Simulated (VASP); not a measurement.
Data:

```xyz
8
Lattice="3.2770 0.0000 0.0000 0.0000 3.2770 0.0000 0.0000 0.0000 24.2509" Properties=species:S:1:pos:R:3 pbc="T T T"
Hf     0.0000     1.6385     8.6496
Hf     1.6385     0.0000    10.9668
Hf     0.0000     1.6385    13.2840
Hf     1.6385     0.0000    15.6013
C      0.0000     1.6385    10.9668
C      1.6385     0.0000     8.6496
C      0.0000     1.6385    15.6013
C      1.6385     0.0000    13.2840
```

Level of theory: r2SCAN meta-GGA, VASP's PBE PAW potentials (set 64) (plane waves; VASP). Run with PREC = Normal, EDIFF = 1E-5, 450 eV cut-off, 8×8×1 Γ-centred mesh, first-order Methfessel-Paxton smearing of 0.10 eV, potentials Hf_pv C.

Problem. The ions are relaxed. Which structure does the run end with?

Solution. 
```xyz
8
Lattice="3.2770 0.0000 0.0000 0.0000 3.2770 0.0000 0.0000 0.0000 24.2509" Properties=species:S:1:pos:R:3 pbc="T T T"
Hf     0.0000     1.6385     8.7362
Hf     1.6385     0.0000    10.9846
Hf     0.0000     1.6385    13.2662
Hf     1.6385     0.0000    15.5146
C      0.0000     1.6385    10.9602
C      1.6385     0.0000     8.6541
C      0.0000     1.6385    15.5968
C      1.6385     0.0000    13.2906
```

Problem. How much energy does the relaxation gain?

Solution. The energy (σ→0) changes by -14.5 meV/atom, in 7 ionic steps.

The cell is a thin slab with vacuum, built from HfC (rock salt): (100) face.
